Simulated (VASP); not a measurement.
An input for Ansatz (written as the equivalent of a VASP run, and not itself run):

Ansatz 0.2 input:
```yaml
crystal:
  lattice:
    - [0.0000000, 3.1257123, 3.1257123]
    - [3.1257123, 0.0000000, 3.1257123]
    - [3.1257123, 3.1257123, 0.0000000]
  atoms:
    - { symbol: Ba, position: [0.0000000, 0.0000000, 0.0000000] }
    - { symbol: S, position: [0.5000000, 0.5000000, 0.5000000] }
kpoints:
  mp_grid: { grid: [7, 7, 7] }
hamiltonian:
  xc: pbe
  pseudopotentials: { kind: paw }
scf:
  occupations: { method: gaussian, width: 0.05 }
  max_iter: 100
relax:
  max_steps: 40
  f_tol: 0.02
  cell: { p_target: 5 }
output: { forces: true, stress: true, eigenvalues: true }
```

Q: Write the VASP files for the same calculation (PBE).

A: Several could match; the one computed here: 
### KPOINTS
```
Regular mesh
0
Gamma
  7 7 7
0 0 0
```

### POSCAR
```
BaS
1
   -0.0000000000     3.1257122995     3.1257122995
    3.1257122995     0.0000000000     3.1257122995
    3.1257122995     3.1257122995     0.0000000000
Ba S
1 1
Direct
  0.0000000000   0.0000000000   0.0000000000
  0.5000000000   0.5000000000   0.5000000000
```

**INCAR**
```
! general
SYSTEM =BaS
PREC   =Accurate
ENCUT  =500
LREAL  =.FALSE.
LASPH  =.TRUE.   ! aspherical one-centre terms

! electronic loop
EDIFF  =1E-6   ! SCF stop (eV)
NELM   =100   ! most electronic steps
ALGO   =Normal   ! blocked Davidson
LMAXMIX=4

! smearing
ISMEAR =0
SIGMA  =0.05

! functional
GGA    =PE

! ions
IBRION =2   ! conjugate gradients
NSW    =40
ISIF   =3
EDIFFG =-0.02   ! ionic stop
PSTRESS=50   ! kbar

! output
LWAVE  =.FALSE.
LCHARG =.FALSE.
```

POTCAR, in this order: Ba_sv S (PBE.64 set). Program: vasp_std.

The two are equivalent in intent, not identical: each code has its own PAW files, so the cut-off isn't converted (ENCUT is set for VASP's; basis.ecutwfc is left out, and Ansatz then takes the one that its files recommend); Ansatz stops its SCF on the density residual and VASP on the energy change (EDIFF).

The compound is BaS in the rock salt structure. It was relaxed first under an external pressure of 5 GPa.
